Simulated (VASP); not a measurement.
Method: PBE GGA, VASP's PBE PAW potentials (set 64) (plane waves; VASP 6.6.1).

Input for VASP

**KPOINTS**
```
K-points
0
gamma
 8 8 8
```

### INCAR
```
SYSTEM = LiCl
PREC = Accurate; ENCUT = 500; LREAL = .FALSE.
LASPH = .TRUE.
EDIFF = 1E-6; NELM = 100; ALGO = Normal
ISMEAR = 0; SIGMA = 0.05
GGA = PE
IBRION = 2; NSW = 60; ISIF = 3
EDIFFG = -0.01
LWAVE = .FALSE.; LCHARG = .FALSE.
```

File POSCAR:
```
LiCl
1
    0.0000000000     2.5708929646     2.5708929646
    2.5708929646    -0.0000000000     2.5708929646
    2.5708929646     2.5708929646     0.0000000000
Li Cl
1 1
Direct
  0.0000000000   0.0000000000   0.0000000000
  0.5000000000   0.5000000000   0.5000000000
```

POTCAR, in this order: Li_sv Cl (PBE.64 set). Program: vasp_std.

Problem. What will the output report for the number of irreducible k-points (NKPTS), largest plane-wave count, number of space-group operations, FFT grid (NGX, NGY, NGZ)?

Solution. 
```
Property                                       Value
--------------------------------------  ------------
number of irreducible k-points (NKPTS)            29
largest plane-wave count                         887
number of space-group operations                  48
FFT grid (NGX, NGY, NGZ)                28 × 28 × 28
```

The structure comes from a computed database's LiCl entry (Fm-3m); how it stands against other phases isn't given here. It was relaxed first. The start is the result of an earlier pass.
